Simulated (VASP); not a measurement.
# ZrC: Zr into a neighbouring Zr vacancy, part 2 of 4

Aim: the barrier for one hop in ZrC: Zr into a neighbouring Zr vacancy. The start is a cell from a database of measured crystal structures.

VASP 6.6.1; PBE; plane waves and PAW (Zr_sv, C).

So far. Step 2 (Relax the host): The run ended after 3 ionic steps, 0.003 eV below its first step, once forces and stress met EDIFFG = -0.02.

The database entry behind the starting cell differs from later determinations by our own check (an axis about 0.7 % long against later determinations), so it need not match the best structure at ambient conditions.

## 3. Relax the start

System of this step: Zr7C8. The cell holds 15 atoms: 7 Zr and 8 C. Its edges and angles: a = 6.661 Å, b = 6.661 Å, c = 6.661 Å, α = 60.0°, β = 60.0°, γ = 60.0°. It derives from ZrC. Nearest the centre at fractional (0.250, 0.250, 0.500): C13 at 1.65 Å, Zr1 at 1.68 Å, C11 at 1.71 Å, Zr2 at 2.87 Å, C15 at 2.87 Å, C8 at 2.88 Å, C14 at 2.88 Å, Zr3 at 2.89 Å.

A path needs two true minima; the start is relaxed with symmetry off.

Input file INCAR:

```
SYSTEM = Zr7C8
PREC = Normal
ENCUT = 400
EDIFF = 1E-05
NELM = 120
ISMEAR = 1
SIGMA = 0.15
LREAL = Auto
ALGO = Fast
GGA = PE
NBANDS = 73
LASPH = .TRUE.
LORBIT = 11
LWAVE = .FALSE.
LCHARG = .FALSE.
NCORE = 5
IBRION = 2
NSW = 60
ISIF = 2
EDIFFG = -0.05
POTIM = 0.4
MAXMIX = 40
ISYM = 0
```

Input file POSCAR:

```
Zr7C8
1.0
    0.0000000000      4.7102354300      4.7102354300
    4.7102354300      0.0000000000      4.7102354300
    4.7102354300      4.7102354300      0.0000000000
Zr C
7 8
Direct
    0.2517121671      0.2496908926      0.7517764829
    0.2556364224      0.7462589162      0.2482077840
    0.2531477062      0.7484002945      0.7493197632
    0.7505965790      0.2517248039      0.2495241039
    0.7501940982      0.2477587884      0.7491141744
    0.7481920631      0.7505661444      0.2519765999
    0.7511312776      0.7489032946      0.7477766655
    0.0054697713     -0.0011951471      0.0000249172
    0.0013744051     -0.0021165000      0.4906047082
    0.0018112796      0.4991114850     -0.0009041360
   -0.0076587775      0.5060554394      0.5029370570
    0.4984438034      0.0043716116      0.0043021443
    0.4979478647      0.0027632027      0.4950542891
    0.4957123315      0.5013866387     -0.0009237570
    0.4979385788      0.5016441598      0.4980499375
```

Input file KPOINTS:

```
Automatic mesh
0
Gamma
3 3 3
0 0 0
```

Potentials, in the order of the species: Zr_sv and C (PBE family, release 64).

Command:

```console
$ mpirun -np 5 vasp_std
```

Output:

```text
[banner, memory and clock lines left out]
running    5 mpi-ranks, on    1 nodes
 distrk:  each k-point on    5 cores,    1 groups
 distr:  one band on    5 cores,    1 groups

 POSCAR found type information on POSCAR ZrC
 POSCAR found :  2 types and      15 ions
 [... a notice as in an earlier step ...]

 LDA part: xc-table for (Slater+PW92), standard interpolation
 POSCAR, INCAR and KPOINTS ok, starting setup
 FFT: planning ... GRIDC
 FFT: planning ... GRID_SOFT
 FFT: planning ... GRID
 WAVECAR not read
 entering main loop
       N       E                     dE             d eps       ncg     rms          rms(c)
DAV:   1     0.925530595171E+03    0.92553E+03   -0.52922E+04  2044   0.131E+03
DAV:   2    -0.611402150320E+02   -0.98667E+03   -0.95435E+03  2370   0.406E+02
DAV:   3    -0.149898198736E+03   -0.88758E+02   -0.86900E+02  2904   0.978E+01
DAV:   4    -0.158152396147E+03   -0.82542E+01   -0.82375E+01  3200   0.264E+01
DAV:   5    -0.158775202233E+03   -0.62281E+00   -0.62276E+00  2944   0.548E+00    0.516E+01
RMM:   6    -0.136912629795E+03    0.21863E+02   -0.10426E+02  2311   0.242E+01    0.227E+01
RMM:   7    -0.137780525124E+03   -0.86790E+00   -0.15270E+01  2725   0.964E+00    0.105E+01
RMM:   8    -0.137748019370E+03    0.32506E-01   -0.22840E+00  2735   0.413E+00    0.279E+00
RMM:   9    -0.137769635745E+03   -0.21616E-01   -0.83278E-01  3050   0.200E+00    0.128E+00
RMM:  10    -0.137788927565E+03   -0.19292E-01   -0.29273E-01  3269   0.116E+00    0.948E-01
RMM:  11    -0.137797146712E+03   -0.82191E-02   -0.92339E-02  3039   0.815E-01    0.334E-01
RMM:  12    -0.137799943671E+03   -0.27970E-02   -0.40295E-02  3254   0.546E-01    0.147E-01
RMM:  13    -0.137801157477E+03   -0.12138E-02   -0.16319E-02  3335   0.268E-01    0.101E-01
RMM:  14    -0.137801753050E+03   -0.59557E-03   -0.68824E-03  3397   0.183E-01    0.527E-02
RMM:  15    -0.137801999054E+03   -0.24600E-03   -0.26199E-03  3302   0.111E-01    0.247E-02
RMM:  16    -0.137802101988E+03   -0.10293E-03   -0.10279E-03  3136   0.726E-02    0.100E-02
WARNING in EDDRMM: call to ZHEGV failed, returncode =   8  4     17
RMM:  17    -0.137802154490E+03   -0.52502E-04   -0.53968E-04  2787   0.492E-02    0.911E-03
WARNING in EDDRMM: call to ZHEGV failed, returncode =   8  4     18
RMM:  18    -0.137802177036E+03   -0.22546E-04   -0.21443E-04  2456   0.344E-02    0.245E-03
RMM:  19    -0.137802188015E+03   -0.10979E-04   -0.11226E-04  2248   0.246E-02    0.253E-03
RMM:  20    -0.137802192244E+03   -0.42293E-05   -0.42572E-05  1815   0.188E-02
   1 F= -.13780219E+03 E0= -.13780314E+03  d E =-.137802E+03
 curvature:   0.00 expect dE= 0.000E+00 dE for cont linesearch  0.000E+00
 trial: gam= 0.00000 g(F)=  0.366E+00 g(S)=  0.000E+00 ort = 0.000E+00 (trialstep = 0.100E+01)
 search vector abs. value=  0.366E+00
 bond charge predicted
       N       E                     dE             d eps       ncg     rms          rms(c)
DAV:   1    -0.138068306592E+03   -0.26612E+00   -0.32988E+01  2206   0.238E+01    0.217E+00
RMM:   2    -0.138095361883E+03   -0.27055E-01   -0.42518E-01  2192   0.306E+00    0.267E+00
RMM:   3    -0.138092144833E+03    0.32171E-02   -0.21608E-01  2752   0.232E+00    0.211E+00
RMM:   4    -0.138086463413E+03    0.56814E-02   -0.10374E-01  2399   0.175E+00    0.152E+00
RMM:   5    -0.138080948775E+03    0.55146E-02   -0.24401E-02  2594   0.829E-01    0.610E-01
RMM:   6    -0.138081245439E+03   -0.29666E-03   -0.74342E-03  3233   0.258E-01    0.292E-01
RMM:   7    -0.138081362161E+03   -0.11672E-03   -0.22107E-03  3523   0.115E-01    0.216E-01
RMM:   8    -0.138081368642E+03   -0.64817E-05   -0.80891E-04  3321   0.858E-02    0.106E-01
RMM:   9    -0.138081393058E+03   -0.24415E-04   -0.33071E-04  3241   0.518E-02    0.555E-02
RMM:  10    -0.138081403970E+03   -0.10912E-04   -0.13276E-04  3144   0.444E-02    0.100E-02
RMM:  11    -0.138081410533E+03   -0.65629E-05   -0.57154E-05  2037   0.226E-02
   2 F= -.13808141E+03 E0= -.13808241E+03  d E =-.279218E+00
[...]
WARNING in EDDRMM: call to ZHEGV failed, returncode =   8  4     19
[... from here on, the cycles between the ionic steps are left out ...]
   3 F= -.13817608E+03 E0= -.13817737E+03  d E =-.373886E+00
[...]
WARNING in EDDRMM: call to ZHEGV failed, returncode =   6  3     44
   4 F= -.13820624E+03 E0= -.13820759E+03  d E =-.301637E-01
[...]
WARNING in EDDRMM: call to ZHEGV failed, returncode =   6  3     52
   5 F= -.13820863E+03 E0= -.13820996E+03  d E =-.325539E-01
   6 F= -.13821127E+03 E0= -.13821260E+03  d E =-.264216E-02
[...]
WARNING in EDDRMM: call to ZHEGV failed, returncode =   6  3     54
   7 F= -.13821183E+03 E0= -.13821315E+03  d E =-.319766E-02
 curvature:  -1.01 expect dE=-0.116E-02 dE for cont linesearch -0.104E-06
 trial: gam= 0.35505 g(F)=  0.116E-02 g(S)=  0.000E+00 ort =-0.186E-04 (trialstep = 0.131E+01)
 search vector abs. value=  0.157E-02
 bond charge predicted
       N       E                     dE             d eps       ncg     rms          rms(c)
DAV:   1    -0.138212400699E+03   -0.57388E-03   -0.31806E-01  2152   0.259E+00    0.852E-02
RMM:   2    -0.138212753064E+03   -0.35237E-03   -0.46663E-03  2205   0.326E-01    0.751E-02
RMM:   3    -0.138212778097E+03   -0.25033E-04   -0.87021E-04  2732   0.100E-01    0.515E-02
RMM:   4    -0.138212771928E+03    0.61685E-05   -0.21403E-04  2846   0.470E-02    0.364E-02
RMM:   5    -0.138212771338E+03    0.59011E-06   -0.74427E-05  2184   0.242E-02
   8 F= -.13821277E+03 E0= -.13821408E+03  d E =-.941707E-03
 trial-energy change:   -0.000942  1 .order   -0.000928   -0.001508   -0.000349
 step:   1.7033(harm=  1.7033)  dis= 0.00293  next Energy=  -138.212810 (dE=-0.981E-03)
 reached required accuracy - stopping structural energy minimisation
```

It took 2.1 min on 5 MPI ranks of Intel Xeon Platinum 8488C (Sapphire Rapids), shared host; peak memory 0.67 GiB; 9.9 min of CPU time.

From OUTCAR (step 3):

```text
 Found     14 irreducible k-points:

   k-points           NKPTS =     14   k-points in BZ     NKDIM =     14   number of bands    NBANDS=     73

   dimension x,y,z NGX =    36 NGY =   36 NGZ =   36
   dimension x,y,z NGXF=    72 NGYF=   72 NGZF=   72

   ENCUT  =  400.0 eV  29.40 Ry    5.42 a.u.  10.86 10.86 10.86*2*pi/ulx,y,z

   NELECT =     116.0000    total number of electrons

 E-fermi :   7.6014

 k-point     1 :       0.0000    0.0000    0.0000
  band No.  band energies     occupation
    ...
     50       6.3981      2.00000
     51       6.3988      2.00000
     52       7.1374      2.00011
     53       7.1377      2.00011
     54       7.1380      2.00011
     55       8.1796     -0.00000
     56       8.1796     -0.00000
     57       8.1801     -0.00000
     58       8.2367     -0.00000
     59       8.2368     -0.00000
    ...

 k-point     2 :       0.3333    0.0000    0.0000
  band No.  band energies     occupation
    ...
     54       6.4641      2.00000
     55       7.1287      2.00008
     56       7.1612      2.00027
     57       7.2048      2.00119
     58       7.2089      2.00135
     59       8.4575     -0.00000
     60       8.4585     -0.00000
     61       9.0529     -0.00000
     62       9.0555     -0.00000
     63       9.1967     -0.00000
    ...

  Total       -3.0346188     -3.0609998     -3.0316203     -0.0104670      0.0140685      0.0159033
  in kB      -23.2625265    -23.4647558    -23.2395412     -0.0802373      0.1078452      0.1219100
  external PRESSURE =     -23.3222745 kB  Pullay stress =       0.0000000 kB

  energy-cutoff  :      400.00
  volume of cell :      209.01
      direct lattice vectors                 reciprocal lattice vectors
     0.000000000  4.710235430  4.710235430    -0.106151807  0.106151807  0.106151807
     4.710235430  0.000000000  4.710235430     0.106151807 -0.106151807  0.106151807
     4.710235430  4.710235430  0.000000000     0.106151807  0.106151807 -0.106151807

 POSITION                                       TOTAL-FORCE (eV/Angst)
 -----------------------------------------------------------------------------------
      4.70955      4.70729      2.35709        -0.013794      0.000630      0.002195
      4.70688      2.35263      4.71129         0.009927     -0.010207      0.003354
      7.06245      4.70690      4.71285         0.004958     -0.002613     -0.007338
      2.35246      4.70696      4.71232        -0.001306      0.001050     -0.002440
      4.70664      7.06272      4.71266         0.013858     -0.004792      0.003593
      4.70807      4.70755      7.06745        -0.008182     -0.005481      0.003026
      7.06389      7.06154      7.06741        -0.005317      0.002960     -0.001891
      4.70575      4.70809      0.00261         0.014252     -0.025366     -0.001770
      7.06003      7.05984      9.33400         0.026306      0.009079      0.006849
      7.06424      9.32803      7.06799        -0.008266      0.004173     -0.000805
      4.79850      7.06286      7.06875        -0.017934     -0.006526     -0.020563
      9.33269      7.06253      7.06637        -0.016026     -0.004885      0.021491
      7.06404      4.79316      7.06824        -0.006577      0.008347     -0.003223
      7.06184      7.05971      4.79950        -0.009554      0.008450      0.006043
      4.70541      4.70534      4.71344         0.017656      0.025181     -0.008519
 -----------------------------------------------------------------------------------
    total drift:                                0.008099      0.008445     -0.000826

  FREE ENERGIE OF THE ION-ELECTRON SYSTEM (eV)
  ---------------------------------------------------
  free  energy   TOTEN  =      -138.2127713383 eV

  energy  without entropy=     -138.2167061724  energy(sigma->0) =     -138.21408295

 total charge
# of ion       s       p       d       tot
------------------------------------------
    1        2.176   6.035   1.600   9.811
    2        2.176   6.035   1.601   9.812
    3        2.176   6.035   1.600   9.811
    4        2.176   6.035   1.600   9.811
    5        2.176   6.035   1.599   9.810
    6        2.176   6.035   1.600   9.811
    7        2.203   6.025   1.814  10.042
    8        0.890   1.466   0.000   2.356
    9        0.916   1.399   0.000   2.314
   10        0.916   1.399   0.000   2.315
   11        0.916   1.399   0.000   2.315
   12        0.916   1.397   0.000   2.313
   13        0.916   1.398   0.000   2.314
   14        0.916   1.398   0.000   2.314
   15        0.890   1.466   0.000   2.356
--------------------------------------------------
tot         22.532  53.558  11.415  87.505

[... 1 part as in an earlier step ...]

[... 7 further parts left out ...]
```

CONTCAR:

```
Zr7C8
   1.00000000000000
     0.0000000000000000    4.7102354300000000    4.7102354300000000
     4.7102354300000000    0.0000000000000000    4.7102354300000000
     4.7102354300000000    4.7102354300000000    0.0000000000000000
  Zr              C
     7     8
Direct
     0.2499697126037691    0.2504481087566993    0.7494053528680239
     0.2502038170299611    0.7500198693891285    0.2492670751964176
     0.2502318709143156    0.7503239792169926    0.7490589975512169
     0.7501561829172664    0.2502871220804551    0.2491494517575892
     0.7503587868187455    0.2501550566981273    0.7490823400352962
     0.7501666691345185    0.7502779928527594    0.2492631547384811
     0.7499686504089093    0.7504684895739140    0.7492213441686881
     0.0005252011942948    0.0000297182687730    0.9990189876350667
     0.9908003627659475    0.9908411646939279    0.5080283661525660
     0.9905850631719476    0.5099738905694993    0.9897900882915094
     0.9907265867453772    0.5099946490411060    0.5087440119758866
     0.5091254098080383    0.9910897998195125    0.9902742140156049
     0.5092487057108604    0.9913640376117901    0.5083572175553350
     0.5092492309393426    0.5097028055135104    0.9895521633906859
     0.5003333203367197    0.5003473406137989    0.4986279687676174
```

Relaxation path:

```tsv
step	energy less that of the first step (eV)	largest force (eV/Å)
1	0.0000	1.3382
2	-0.2792	0.8481
3	-0.3739	0.5101
4	-0.4041	0.1866
5	-0.4064	0.1476
6	-0.4091	0.0898
7	-0.4096	0.0959
8	-0.4106	0.0319
```

The atoms that moved most (Å):

```tsv
atom	dx	dy	dz	length
C12	-0.129	-0.016	-0.012	0.130
C13	0.009	0.116	0.000	0.116
C14	-0.006	0.019	0.103	0.105
C9	0.049	0.032	-0.083	0.102
C10	0.007	-0.097	-0.002	0.097
C11	0.046	0.020	0.011	0.051
C8	0.001	-0.028	-0.018	0.033
Zr2	0.023	-0.021	-0.008	0.032
```

Final coordinates:

```xyz
15
Lattice="0.0000 4.7102 4.7102 4.7102 0.0000 4.7102 4.7102 4.7102 0.0000" Properties=species:S:1:pos:R:3 pbc="T T T"
Zr    4.7095    4.7073    2.3571
Zr    4.7069    2.3526    4.7113
Zr    7.0624    4.7069    4.7129
Zr    2.3525    4.7070    4.7123
Zr    4.7066    7.0627    4.7127
Zr    4.7081    4.7075    7.0674
Zr    7.0639    7.0615    7.0674
C    -0.0045   -0.0021    0.0026
C     2.3498    2.3496   -0.0865
C     2.3540   -0.0924    2.3578
C     4.7985    2.3526    2.3585
C    -0.0878    2.3523    2.3561
C     2.3538    4.7932    2.3580
C     2.3516    2.3495    4.7995
C     4.7054    4.7053    4.7134
```

This step gave:

| Quantity | Value |
| --- | --- |
| electronic cycles | 76 |
| electrons | 116 |
| free energy (TOTEN) | -138.2128 eV |
| energy at zero smearing | -138.2141 eV |
| Fermi energy | 7.601 eV |

The run ended after 8 ionic steps, 0.411 eV below its first step, once the forces on the free atoms met EDIFFG = -0.05.

(Continued in part 3 of 4.)

[Lines on the potential files, build, host, timing and source positions are cut from VASP's logs without a mark.]

[Logs are printed without paths, hosts, clocks, repeated set-up lines and the standing remarks that a program may print on its own settings, such as how far it seeks lower states.]

[Hosts, paths, dates, database ids (printed as entryN), source tags and the programs' standing remarks are cut or masked in the printed files.]

[Runs that stopped without an error message from VASP are left out.]
